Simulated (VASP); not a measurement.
Consider the following.

```yaml
crystal:
  lattice:
    - [-2.38860, 2.38860, 1.33555]
    - [2.38860, -2.38860, 1.33555]
    - [2.38860, 2.38860, -1.33555]
  atoms:
    - { symbol: Si, position: [0.25000, 0.75000, 0.50000] }
    - { symbol: Si, position: [0.50000, 0.50000, 0.00000] }
```

These are r2SCAN meta-GGA, VASP's PBE PAW potentials (set 64) (plane waves; VASP 6.6.1) values and carry that method's errors. Numerical set-up: 400 eV cut-off, 17×17×17 Γ-centred mesh, tetrahedra with Blöchl corrections, potentials Si.

Q: The job: Si (space group I4_1/amd), 2 atoms, r2SCAN, static run, 400 eV, 17×17×17 Γ-centred mesh. Roughly how much core time does it take on a busy server core?

A: About 4 core-minutes (one run on a shared machine, a rough figure). It had 405 irreducible k-points, 8 bands, up to 570 plane waves and 20 electronic steps.

The structure comes from a computed database's Si entry (I4_1/amd); how it stands against other phases isn't given here. It was relaxed first.
